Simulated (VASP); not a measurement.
Write the native input for VASP 6.6.1 that does the following.

| Quantity | Value |
| --- | --- |
| Task | relaxation of cell and atoms |
| Functional | PBE |
| Potentials or basis | VASP PAW PBE potentials, release 64 (Ta_pv) |
| Cutoff | 520 eV |
| k mesh | 18 × 18 × 18 |
| Occupations | methfessel-paxton, width 0.2 eV |
| Spin | no spin polarisation |
| Further INCAR settings | ALGO = Normal; EDIFF = 1e-07; IBRION = 2; EDIFFG = -0.002; NSW = 80; ISIF = 3 |

The structure of Ta lies in POSCAR:

```
Ta
1.0
   -1.6512800000      1.6512800000      1.6512800000
    1.6512800000     -1.6512800000      1.6512800000
    1.6512800000      1.6512800000     -1.6512800000
Ta
1
Direct
    0.0000000000      0.0000000000      0.0000000000
```

These files were run (other wordings do the same):

INCAR

```
ALGO = Normal
EDIFF = 1E-7
EDIFFG = -0.002
ENCUT = 520
GGA = PE
IBRION = 2
ISIF = 3
ISMEAR = 1
LASPH = True
LCHARG = False
LREAL = False
LWAVE = False
NELM = 100
NSW = 80
PREC = Accurate
SIGMA = 0.2
```

KPOINTS

```
k-points
0
Gamma
  18 18 18
```

Potentials or basis: VASP PAW PBE potentials, release 64 (Ta_pv).

Run with:

```sh
$ cat potpaw_PBE.64/Ta_pv/POTCAR > POTCAR
$ mpirun -np 1 vasp_std > vasp.out
```

Results of the run:

* Relaxed volume: 18.28 Å³/atom
* Relaxed cell: a = 2.874 Å, b = 2.874 Å, c = 2.874 Å, α = 109.47°, β = 109.47°, γ = 109.47°
* Space group after relaxing (to 0.05 Å): Im-3m (No. 229)
* Energy gained by relaxing: 2.5 meV/atom
* Ionic steps: 15
* Pressure after relaxing: 0.0 GPa
* Band gap on the k mesh: none (metal or under the smearing width)

Wall time 88 s on 1 thread of Intel(R) Xeon(R) Platinum 8488C (Sapphire Rapids) (shared host), peak memory 0.18 GiB.
